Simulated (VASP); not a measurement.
Input for VASP

**INCAR**
```
SYSTEM = Mo
PREC = Accurate
ENCUT = 520
EDIFF = 1E-7
NELM = 100
ALGO = Normal
LREAL = .FALSE.
LASPH = .TRUE.
ISMEAR = 1
SIGMA = 0.1
GGA = PE
LMAXMIX = 4
LWAVE = .FALSE.
LCHARG = .FALSE.
ISIF = 2
```

**POSCAR**
```
Mo
1
   -1.5497495810     1.5497495810     1.5497495810
    1.5497495810    -1.5497495810     1.5497495810
    1.5497495810     1.5497495810    -1.5497495810
Mo
1
Direct
  0.0000000000   0.0000000000   0.0000000000
```

### KPOINTS
```
Automatic mesh
0
gamma
  16 16 16
0 0 0
```

POTCAR, in this order: Mo_sv (PBE.64 set). Program: vasp_std.

Q: Write an equivalent input for Ansatz.

A: One equivalent input (not run):
Ansatz 0.2 input:
```yaml
crystal:
  lattice:
    - [-1.5497496, 1.5497496, 1.5497496]
    - [1.5497496, -1.5497496, 1.5497496]
    - [1.5497496, 1.5497496, -1.5497496]
  atoms:
    - { symbol: Mo, position: [0.0000000, 0.0000000, 0.0000000] }
kpoints:
  mp_grid: { grid: [16, 16, 16] }
hamiltonian:
  xc: pbe
  pseudopotentials: { kind: paw }
scf:
  occupations: { method: methfessel_paxton, width: 0.1 }
  max_iter: 100
output: { forces: true, stress: true, eigenvalues: true }
```
The two are equivalent in intent, not identical: each code has its own PAW files, so the cut-off isn't converted (ENCUT is set for VASP's; basis.ecutwfc is left out, and Ansatz then takes the one that its files recommend); Ansatz stops its SCF on the density residual and VASP on the energy change (EDIFF).

The compound is Mo in the bcc structure. This cell is one point of a volume scan, at 0.94 of the reference volume.
